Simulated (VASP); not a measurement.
Calculation: PBEsol GGA, VASP's PBE PAW potentials (set 64) (plane waves; VASP 6.6.1).

The input files of a VASP run:

File KPOINTS:
```
Automatic mesh
0
Gamma
7 7 7
0 0 0
```

POSCAR:
```
TePb2Se
1
    2.2163176231     1.2795917778     7.2313391523
   -2.2163176231     1.2795917778     7.2313391523
    0.0000000000    -2.5591835556     7.2313391523
Te Pb Se
1 2 1
Direct
  0.5000000000   0.5000000000   0.5000000000
  0.7446750425   0.7446750425   0.7446750425
  0.2553249575   0.2553249575   0.2553249575
  0.0000000000   1.0000000000   0.0000000000
```

INCAR:
```
ALGO = Normal
EDIFF = 1E-7
ENCUT = 400
GGA = PS
ISIF = 2
ISMEAR = -5
LASPH = T
LCHARG = T
LEFG = T
LMAXMIX = 4
LORBIT = 11
LREAL = F
LWAVE = F
NEDOS = 601
NELM = 100
PREC = Accurate
SYSTEM = TePb2Se
```

POTCAR, in this order: Te Pb_d Se (PBE.64 set). Program: vasp_std.

The resulting files:

### OSZICAR
```
       N       E                     dE             d eps       ncg     rms          rms(c)
DAV:   1     0.351317865886E+03    0.35132E+03   -0.16349E+04  2112   0.142E+03
DAV:   2     0.171358650311E+02   -0.33418E+03   -0.33100E+03  2192   0.396E+02
DAV:   3    -0.164039235314E+02   -0.33540E+02   -0.33157E+02  2784   0.141E+02
DAV:   4    -0.174898626646E+02   -0.10859E+01   -0.10853E+01  2400   0.311E+01
DAV:   5    -0.175381258706E+02   -0.48263E-01   -0.48256E-01  3040   0.571E+00    0.429E+00
DAV:   6    -0.171607101478E+02    0.37742E+00   -0.11441E+00  2704   0.676E+00    0.274E+00
DAV:   7    -0.171537446868E+02    0.69655E-02   -0.30066E-01  3104   0.252E+00    0.122E+00
DAV:   8    -0.171532688385E+02    0.47585E-03   -0.32269E-02  2800   0.144E+00    0.208E-01
DAV:   9    -0.171529409939E+02    0.32784E-03   -0.40898E-03  2944   0.387E-01    0.120E-01
DAV:  10    -0.171530366651E+02   -0.95671E-04   -0.68613E-04  2584   0.114E-01    0.371E-02
DAV:  11    -0.171530498779E+02   -0.13213E-04   -0.51067E-05  2584   0.444E-02    0.148E-02
DAV:  12    -0.171530512861E+02   -0.14083E-05   -0.20064E-05  2736   0.286E-02    0.714E-03
DAV:  13    -0.171530508913E+02    0.39483E-06   -0.50410E-06  2672   0.208E-02    0.161E-03
DAV:  14    -0.171530508802E+02    0.11137E-07   -0.36390E-07  2192   0.466E-03
   1 F= -.17153051E+02 E0= -.17153051E+02  d E =0.000000E+00
```

**OUTCAR**
```
------------------------ aborting loop because EDIFF is reached ----------------------------------------
  FORCE on cell =-STRESS in cart. coord.  units (eV):
  Direction    XX          YY          ZZ          XY          YZ          ZX
  --------------------------------------------------------------------------------------
  Total        0.0337735      0.0337735      0.0505251     -0.0000000      0.0000000      0.0000000
  in kB        0.4397574      0.4397576      0.6578765     -0.0000000      0.0000000      0.0000000
  external PRESSURE =       0.5124638 kB  Pullay stress =       0.0000000 kB
  volume of cell :      123.05
      direct lattice vectors                 reciprocal lattice vectors
     2.216317623  1.279591778  7.231339152     0.225599433  0.130249873  0.046095658
    -2.216317623  1.279591778  7.231339152    -0.225599433  0.130249873  0.046095658
     0.000000000 -2.559183556  7.231339152     0.000000000 -0.260499746  0.046095658
 POSITION                                       TOTAL-FORCE (eV/Angst)
 -----------------------------------------------------------------------------------
      0.00000      0.00000     10.84701         0.000000      0.000000      0.000000
      0.00000      0.00000     16.15499         0.000000      0.000000     -0.034586
      0.00000      0.00000      5.53902         0.000000     -0.000000      0.034586
      0.00000      0.00000      0.00000         0.000000      0.000000     -0.000000
 -----------------------------------------------------------------------------------
    total drift:                               -0.000000     -0.000000      0.000000
  FREE ENERGIE OF THE ION-ELECTRON SYSTEM (eV)
  ---------------------------------------------------
  free  energy   TOTEN  =       -17.1530508802 eV

  energy  without entropy=      -17.1530508802  energy(sigma->0) =      -17.15305088

 total charge

# of ion       s       p       d       tot
------------------------------------------
    1        1.374   2.002   0.020   3.395
    2        1.454   0.569   9.835  11.859
    3        1.454   0.569   9.835  11.859
    4        1.473   2.302   0.018   3.793
--------------------------------------------------
tot          5.756   5.443  19.708  30.906

 Electric field gradients after diagonalization (V/A^2)
 (convention: |V_zz| > |V_xx| > |V_yy|)
----------------------------------------------------------------------
 ion       V_xx      V_yy      V_zz     asymmetry (V_yy - V_xx)/ V_zz
----------------------------------------------------------------------
   1     -19.753   -19.752    39.506       0.000
   2       2.501     2.498    -4.998       0.001
   3       2.501     2.498    -4.998       0.001
   4      13.697    13.696   -27.393       0.000
```
(Selected blocks of OUTCAR.)

The structure comes from a computed database's TePb2Se entry (R-3m); how it stands against other phases isn't given here. It was relaxed first.
